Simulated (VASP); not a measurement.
These are vdW-DF2, VASP's PBE PAW potentials (set 64) (plane waves; VASP 6.6.1) values and carry that method's errors.

VASP ran on this input.

INCAR:
```
SYSTEM = Lu
PREC = Accurate
ENCUT = 520
EDIFF = 1E-6
NELM = 100
ALGO = Normal
LREAL = .FALSE.
LASPH = .TRUE.
ISMEAR = 1
SIGMA = 0.1
GGA = ML
ZAB_VDW = -1.8867
LUSE_VDW = .TRUE.
AGGAC = 0.0
LMAXMIX = 6
LWAVE = .FALSE.
LCHARG = .FALSE.
IBRION = 2
ISIF = 3
NSW = 60
EDIFFG = -0.01
```

### KPOINTS
```
Automatic mesh
0
Gamma
11 11 6
0 0 0
```

File POSCAR:
```
Lu
1
    1.7500000000    -3.0310890000     0.0000000000
    1.7500000000     3.0310890000     0.0000000000
    0.0000000000     0.0000000000     5.5500000000
Lu
2
Direct
  0.3333330000   0.6666670000   0.2500000000
  0.6666670000   0.3333330000   0.7500000000
```

POTCAR, in this order: Lu_3 (PBE.64 set). Program: vasp_std.

Output

### OSZICAR
```
       N       E                     dE             d eps       ncg     rms          rms(c)
DAV:   1     0.517400810428E+02    0.51740E+02   -0.88053E+03  2917   0.150E+03
DAV:   2    -0.474900348665E-01   -0.51788E+02   -0.50063E+02  2844   0.729E+02
DAV:   3    -0.243456970904E+01   -0.23871E+01   -0.22804E+01  3024   0.648E+01
DAV:   4    -0.255836600713E+01   -0.12380E+00   -0.11915E+00  3120   0.101E+01
DAV:   5    -0.256296618515E+01   -0.46002E-02   -0.46014E-02  2877   0.163E+00    0.237E+01
DAV:   6    -0.259879619229E+01   -0.35830E-01   -0.35021E-02  2820   0.357E+00    0.142E+01
DAV:   7    -0.261203024735E+01   -0.13234E-01   -0.83873E-02  2671   0.680E+00    0.544E-01
DAV:   8    -0.261260425117E+01   -0.57400E-03   -0.65706E-03  2775   0.156E+00    0.417E-01
DAV:   9    -0.261270832314E+01   -0.10407E-03   -0.26162E-04  3091   0.260E-01    0.264E-02
DAV:  10    -0.261271399159E+01   -0.56685E-05   -0.32814E-05  2822   0.846E-02    0.679E-02
DAV:  11    -0.261271548429E+01   -0.14927E-05   -0.48058E-06  2568   0.320E-02    0.179E-03
DAV:  12    -0.261271609691E+01   -0.61262E-06   -0.18481E-07  1377   0.130E-02
   1 F= -.26127161E+01 E0= -.26138609E+01  d E =-.261272E+01
       N       E                     dE             d eps       ncg     rms          rms(c)
DAV:   1    -0.271133743338E+01   -0.98622E-01   -0.28976E+00  1917   0.489E+01    0.216E+00
DAV:   2    -0.265671938073E+01    0.54618E-01   -0.22615E-01  2608   0.883E+00    0.899E-01
DAV:   3    -0.262313813911E+01    0.33581E-01   -0.57419E-02  2531   0.530E+00    0.298E-01
DAV:   4    -0.262212974020E+01    0.10084E-02   -0.71363E-03  2805   0.151E+00    0.194E-01
DAV:   5    -0.262214673464E+01   -0.16994E-04   -0.55541E-04  3022   0.415E-01    0.262E-02
DAV:   6    -0.262214207828E+01    0.46564E-05   -0.35613E-05  2871   0.120E-01    0.102E-02
DAV:   7    -0.262214464086E+01   -0.25626E-05   -0.22940E-06  1854   0.273E-02    0.276E-03
DAV:   8    -0.262214531068E+01   -0.66982E-06   -0.48572E-07  1326   0.224E-02
   2 F= -.26221453E+01 E0= -.26232568E+01  d E =-.942921E-02
       N       E                     dE             d eps       ncg     rms          rms(c)
DAV:   1    -0.262598357942E+01   -0.38389E-02   -0.10994E-01  1900   0.964E+00    0.406E-01
DAV:   2    -0.262394008959E+01    0.20435E-02   -0.82697E-03  2443   0.152E+00    0.172E-01
DAV:   3    -0.262270979686E+01    0.12303E-02   -0.20641E-03  2552   0.102E+00    0.577E-02
DAV:   4    -0.262268362638E+01    0.26170E-04   -0.23717E-04  2779   0.274E-01    0.373E-02
DAV:   5    -0.262269297519E+01   -0.93488E-05   -0.17900E-05  3031   0.777E-02    0.421E-03
DAV:   6    -0.262269251853E+01    0.45667E-06   -0.45876E-07  1077   0.197E-02
   3 F= -.26226925E+01 E0= -.26238265E+01  d E =-.997642E-02
       N       E                     dE             d eps       ncg     rms          rms(c)
DAV:   1    -0.262270975390E+01   -0.16779E-04   -0.73671E-04  1900   0.799E-01    0.346E-02
DAV:   2    -0.262269559034E+01    0.14164E-04   -0.57691E-05  2553   0.125E-01    0.144E-02
DAV:   3    -0.262268714055E+01    0.84498E-05   -0.13563E-05  2566   0.830E-02    0.472E-03
DAV:   4    -0.262268713338E+01    0.71711E-08   -0.86479E-07  1008   0.242E-02
   4 F= -.26226871E+01 E0= -.26238226E+01  d E =-.997104E-02
       N       E                     dE             d eps       ncg     rms          rms(c)
DAV:   1    -0.262394115695E+01   -0.12540E-02   -0.41844E-02  2458   0.357E+00    0.168E-01
DAV:   2    -0.262337321529E+01    0.56794E-03   -0.14822E-03  2732   0.607E-01    0.896E-02
DAV:   3    -0.262304843370E+01    0.32478E-03   -0.42928E-04  3225   0.341E-01    0.363E-02
DAV:   4    -0.262305013641E+01   -0.17027E-05   -0.40065E-05  2808   0.592E-02    0.222E-02
DAV:   5    -0.262305081200E+01   -0.67558E-06   -0.79108E-07  1208   0.285E-02
   5 F= -.26230508E+01 E0= -.26241096E+01  d E =-.363679E-03
       N       E                     dE             d eps       ncg     rms          rms(c)
DAV:   1    -0.262324503475E+01   -0.19490E-03   -0.79779E-03  2466   0.157E+00    0.721E-02
DAV:   2    -0.262313769344E+01    0.10734E-03   -0.28077E-04  2748   0.263E-01    0.392E-02
DAV:   3    -0.262307676409E+01    0.60929E-04   -0.79712E-05  3225   0.147E-01    0.166E-02
DAV:   4    -0.262307710705E+01   -0.34296E-06   -0.67867E-06  2120   0.265E-02
   6 F= -.26230771E+01 E0= -.26240899E+01  d E =-.389974E-03
```

**OUTCAR**
```
------------------------ aborting loop because EDIFF is reached ----------------------------------------
  FORCE on cell =-STRESS in cart. coord.  units (eV):
  Direction    XX          YY          ZZ          XY          YZ          ZX
  --------------------------------------------------------------------------------------
  Total        0.0156228      0.0156228      0.0098673      0.0000000      0.0000000     -0.0000000
  in kB        0.4131935      0.4131936      0.2609715      0.0000000      0.0000000     -0.0000000
  external PRESSURE =       0.3624529 kB  Pullay stress =       0.0000000 kB
  volume of cell :       60.58
      direct lattice vectors                 reciprocal lattice vectors
     1.775915720 -3.075976348  0.000000000     0.281544892 -0.162550015  0.000000000
     1.775915720  3.075976348 -0.000000000     0.281544892  0.162550015  0.000000000
    -0.000000000 -0.000000000  5.544728574     0.000000000  0.000000000  0.180351479
 POSITION                                       TOTAL-FORCE (eV/Angst)
 -----------------------------------------------------------------------------------
      1.77592      1.02533      1.38618        -0.000000     -0.000000      0.000000
      1.77592     -1.02533      4.15855         0.000000      0.000000      0.000000
 -----------------------------------------------------------------------------------
    total drift:                                0.000001      0.000073     -0.000012
  FREE ENERGIE OF THE ION-ELECTRON SYSTEM (eV)
  ---------------------------------------------------
  free  energy   TOTEN  =        -2.6230771071 eV

  energy  without entropy=       -2.6261156014  energy(sigma->0) =       -2.62408994

 reached required accuracy - stopping structural energy minimisation
```
(Selected blocks of OUTCAR.)

CONTCAR:
```
Lu
   1.00000000000000
     1.7759157200799920   -3.0759763477556379    0.0000000000000000
     1.7759157200799920    3.0759763477556379   -0.0000000000000000
    -0.0000000000000000   -0.0000000000000000    5.5447285743041776
  Lu
     2
Direct
     0.3333330000000032    0.6666669999999968    0.2500000000000000
     0.6666669999999968    0.3333330000000032    0.7500000000000000
```

Energy and stress use the plane-wave basis of the starting cell.

The compound is Lu in the hcp structure. This run relaxes it. Symmetry was kept, so distortions that lower it aren't found.
